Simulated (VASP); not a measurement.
Here is the system:

```xyz
2
Lattice="0.0000 2.7780 2.7780 2.7780 0.0000 2.7780 2.7780 2.7780 0.0000" Properties=species:S:1:pos:R:3 pbc="T T T"
Ag     2.7780     2.7780     0.0000
Cl     2.7780     2.7780     2.7780
```

The numbers are results of optB88-vdW, VASP's PBE PAW potentials (set 64) (plane waves; VASP), not measurements. Numerical set-up: 520 eV cut-off, Gaussian smearing of 0.050 eV, potentials Ag Cl.

Give the energies of bands 2 to 11 at the high-symmetry points, in eV from the valence-band maximum.

```json
[
 {"band": "2", "Γ": "-2.44", "X": "-4.23", "U": "-4.14", "L": "-5.16", "W": "-4.13"},
 {"band": "3", "Γ": "-2.44", "X": "-2.98", "U": "-4.09", "L": "-4.10", "W": "-3.91"},
 {"band": "4", "Γ": "-2.44", "X": "-2.98", "U": "-3.72", "L": "-4.10", "W": "-3.91"},
 {"band": "5", "Γ": "-2.39", "X": "-2.76", "U": "-2.31", "L": "-2.08", "W": "-1.99"},
 {"band": "6", "Γ": "-2.39", "X": "-2.21", "U": "-2.02", "L": "-2.08", "W": "-1.99"},
 {"band": "7", "Γ": "-2.25", "X": "-1.97", "U": "-1.85", "L": "-1.77", "W": "-1.97"},
 {"band": "8", "Γ": "-2.25", "X": "-1.97", "U": "-1.65", "L": "0.00", "W": "-1.96"},
 {"band": "9", "Γ": "-2.25", "X": "-1.88", "U": "-1.03", "L": "0.00", "W": "-1.18"},
 {"band": "10", "Γ": "0.89", "X": "2.33", "U": "3.56", "L": "4.31", "W": "4.13"},
 {"band": "11", "Γ": "10.94", "X": "8.14", "U": "7.32", "L": "6.42", "W": "7.95"}
]
```

The gap is indirect, 0.89 eV, from the valence maximum at L to the conduction minimum at Γ.

The compound is AgCl in the rock salt structure. It was relaxed first.
